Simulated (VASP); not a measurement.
Data:

```xyz
6
Lattice="4.7646 0.0000 0.0000 0.0000 4.7646 0.0000 0.0000 0.0000 3.2050" Properties=species:S:1:pos:R:3 pbc="T T T"
Sn     0.0000     0.0000     3.2050
Sn     2.3823     2.3823     1.6025
O      1.4572     1.4572     0.0000
O      3.8395     0.9251     1.6025
O      0.9251     3.8395     1.6025
O      3.3074     3.3074     3.2050
```

All values below come from MS2 meta-GGA, VASP's PBE PAW potentials (set 64) (plane waves; VASP 6.6.1). Settings: 520 eV cut-off, 5×5×8 Γ-centred mesh, tetrahedra with Blöchl corrections, potentials Sn_d O.

Unless said otherwise, spin-orbit coupling is left out, though it shifts the bands of the heavy elements here.

Problem. What does the run give for the energy per atom (σ→0), band gap (over mesh and band path) with the smallest direct gap where there is one?

Solution. 
The band gap (over mesh and band path) is 1.42 eV and the smallest direct gap (over mesh and band path) is 1.42 eV. The energy per atom (σ→0) comes out as -6699 meV/atom.

The compound is SnO2 in the rutile structure. It was relaxed first.
